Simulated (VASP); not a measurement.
**AgTe₄Au (sg13): computed properties**

Computed with PBEsol GGA, VASP's PBE PAW potentials (set 64) (plane waves; VASP 6.6.1).

| Quantity | Result |
|---|---|
| space group | P2/c (13) |
| cell | a = 8.8411 Å, b = 4.3569 Å, c = 10.1212 Å, α = γ = 90.00°, β = 124.25° |
| volume per atom | 26.86 Å³/atom |
| band gap (over mesh and band path) | none (metal, semimetal or under 0.01 eV) |
| density | 8.40 g/cm³ |

```yaml
crystal:
  lattice:
    - [0.00000, 8.84103, -0.02416]
    - [4.35686, 0.00000, 0.00000]
    - [0.00000, -5.71847, -8.35096]
  atoms:
    - { symbol: Ag, position: [0.50000, 0.48941, 0.75000] }
    - { symbol: Ag, position: [0.50000, 0.51059, 0.25000] }
    - { symbol: Te, position: [0.30287, 0.97982, 0.29694] }
    - { symbol: Te, position: [0.69713, 0.97982, 0.20306] }
    - { symbol: Te, position: [0.69713, 0.02018, 0.70306] }
    - { symbol: Te, position: [0.30287, 0.02018, 0.79694] }
    - { symbol: Te, position: [0.81097, 0.57502, 0.04913] }
    - { symbol: Te, position: [0.18903, 0.57502, 0.45087] }
    - { symbol: Te, position: [0.18903, 0.42498, 0.95087] }
    - { symbol: Te, position: [0.81097, 0.42498, 0.54913] }
    - { symbol: Au, position: [0.00000, 0.00000, 0.00000] }
    - { symbol: Au, position: [0.00000, 0.00000, 0.50000] }
```

Unless said otherwise, spin-orbit coupling is left out, though it shifts the bands of the heavy elements here.

The compound is AgTe4Au in the sg13 structure. It was relaxed first. Symmetry was kept, so distortions that lower it aren't found.
